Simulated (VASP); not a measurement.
Given:

```yaml
crystal:
  lattice:
    - [-2.42271, 3.87774, 4.15588]
    - [2.42271, -3.87774, 4.15588]
    - [2.42271, 3.87774, -4.15588]
  atoms:
    - { symbol: Sr, position: [0.30000, 0.05000, 0.25000] }
    - { symbol: Sr, position: [0.70000, 0.95000, 0.75000] }
    - { symbol: Ag, position: [0.89000, 0.34000, 0.55000] }
    - { symbol: Ag, position: [0.29000, 0.34000, 0.95000] }
    - { symbol: Ag, position: [0.11000, 0.66000, 0.45000] }
    - { symbol: Ag, position: [0.71000, 0.66000, 0.05000] }
```

Computed with LDA (Ceperley-Alder, Perdew-Zunger), VASP's LDA PAW potentials (set 64) (plane waves; VASP). Numerical set-up: 300 eV cut-off, 4×4×4 Γ-centred mesh, Gaussian smearing of 0.050 eV, potentials Sr_sv Ag.

At this cut-off the stress carries a Pulay error, which pulls relaxed volumes low.

### Question
Which forces act on the atoms, in eV/Å?

### Answer

| atom | Fx | Fy | Fz |
|---|---|---|---|
| Sr1 | 0.000 | 0.000 | -0.263 |
| Sr2 | 0.000 | 0.000 | 0.263 |
| Ag3 | 0.000 | 0.144 | -0.143 |
| Ag4 | 0.000 | -0.144 | -0.143 |
| Ag5 | 0.000 | -0.144 | 0.143 |
| Ag6 | 0.000 | 0.144 | 0.143 |

### Question
Give the stress tensor in GPa (positive for a compressed cell).

### Answer

```
-5.45   0.00   0.00
 0.00  -4.60   0.00
 0.00   0.00  -5.01
```
The pressure is its mean diagonal, -5.02 GPa.

The structure comes from a measured SrAg2 entry of the Crystallography Open Database, whose conditions weren't checked. The cell was not relaxed at this level. The k-mesh is coarse (spacing up to 0.38 per Å, 2π included), so the numbers may not be converged in it.
